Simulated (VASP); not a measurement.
Given:

```
CELL_PARAMETERS angstrom
      3.60282    -1.84887    -0.00513
      3.60282     1.84887    -0.00513
      2.65838     0.00000     3.05478
ATOMIC_POSITIONS crystal
  As 0.22678 0.22678 0.22678
  As 0.77322 0.77322 0.77322
```

Computed with SCAN meta-GGA, VASP's PBE PAW potentials (set 64) (plane waves; VASP). Settings: 520 eV cut-off, 12×12×12 Γ-centred mesh, first-order Methfessel-Paxton smearing of 0.10 eV, potentials As.

The ions and cell shape at fixed volume are relaxed. Give the cell that the relaxation ends in.

```
CELL_PARAMETERS angstrom
      3.50111    -1.87970    -0.05514
      3.50111     1.87970    -0.05514
      2.54092     0.00000     3.05578
ATOMIC_POSITIONS crystal
  As 0.23027 0.23027 0.23027
  As 0.76973 0.76973 0.76973
```
Space group R-3m (166), at a tolerance of 0.03 Å.

How much energy does the relaxation gain?

The energy (σ→0) changes by -12.7 meV/atom, in 7 ionic steps.

```
step  E(σ→0) (eV)  max force (eV/Å)  pressure (GPa)  volume (Å³)
----  -----------  ----------------  --------------  -----------
1        -40.3453             0.487            5.41        40.75
2        -40.3630             0.080            3.72        40.75
3        -40.3651             0.117            2.86        40.75
4        -40.3700             0.052            2.48        40.75
5        -40.3708             0.021            2.29        40.75
6        -40.3708             0.019            2.28        40.75
7        -40.3708             0.002            2.35        40.75
```

The compound is As in the a7 structure. This cell is one point of a volume scan, at 0.94 of the reference volume. Symmetry was kept, so distortions that lower it aren't found.
